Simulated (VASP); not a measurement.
The input files of a VASP run:

**KPOINTS**
```
Automatic mesh
0
Gamma
12 12 12
0 0 0
```

### INCAR
```
SYSTEM = Al
PREC = Accurate
ENCUT = 400
EDIFF = 1E-6
NELM = 100
ALGO = Normal
LREAL = .FALSE.
LASPH = .TRUE.
ISMEAR = 1
SIGMA = 0.1
GGA = PE
LWAVE = .FALSE.
LCHARG = .FALSE.
ISIF = 2
```

**POSCAR**
```
Al
1
    2.0250000000     0.0000000000     2.0250000000
    0.0000000000     2.0250000000     2.0250000000
    2.0250000000     2.0250000000     0.0000000000
Al
1
Direct
  0.0000000000   0.0000000000   0.0000000000
```

POTCAR, in this order: Al (PBE.64 set). Program: vasp_std.

The run wrote:

File standard output:
```
 -----------------------------------------------------------------------------
|                                                                             |
|     EEEEEEE  RRRRRR   RRRRRR   OOOOOOO  RRRRRR      ###     ###     ###     |
|     E        R     R  R     R  O     O  R     R     ###     ###     ###     |
|     E        R     R  R     R  O     O  R     R     ###     ###     ###     |
|     EEEEE    RRRRRR   RRRRRR   O     O  RRRRRR       #       #       #      |
|     E        R   R    R   R    O     O  R   R                               |
|     E        R    R   R    R   O     O  R    R      ###     ###     ###     |
|     EEEEEEE  R     R  R     R  OOOOOOO  R     R     ###     ###     ###     |
|                                                                             |
|     ERROR: the triple product of the basis vectors is negative exchange     |
|     two basis vectors                                                       |
|                                                                             |
|       ---->  I REFUSE TO CONTINUE WITH THIS SICK JOB ... BYE!!! <----       |
|                                                                             |
 -----------------------------------------------------------------------------
```

Task: Read input and log: which fault does this run have?
(A) LEPSILON was set with a meta-GGA
(B) LEPSILON was set for a metal
(C) EDIFF is too loose for the force threshold
(D) the lattice vectors form a left-handed set

Result: D, the lattice vectors form a left-handed set. VASP stops with an error: ERROR: the triple product of the basis vectors is negative exchange two basis vectors ----> I REFUSE TO CONTINUE WITH THIS SICK JOB ... BYE!!! <----

To mend it, correct POSCAR.
File POSCAR:
```
Al
1
    0.0000000000     2.0250000000     2.0250000000
    2.0250000000     0.0000000000     2.0250000000
    2.0250000000     2.0250000000     0.0000000000
Al
1
Direct
  0.0000000000   0.0000000000   0.0000000000
```
The mended run (PBE GGA, plane waves, VASP's PBE PAW potentials (set 64)) converges, and its OSZICAR ends with
```
   1 F= -.37531730E+01 E0= -.37534303E+01  d E =0.771969E-03
```

The compound is Al in the fcc structure. The cell was not relaxed at this level.
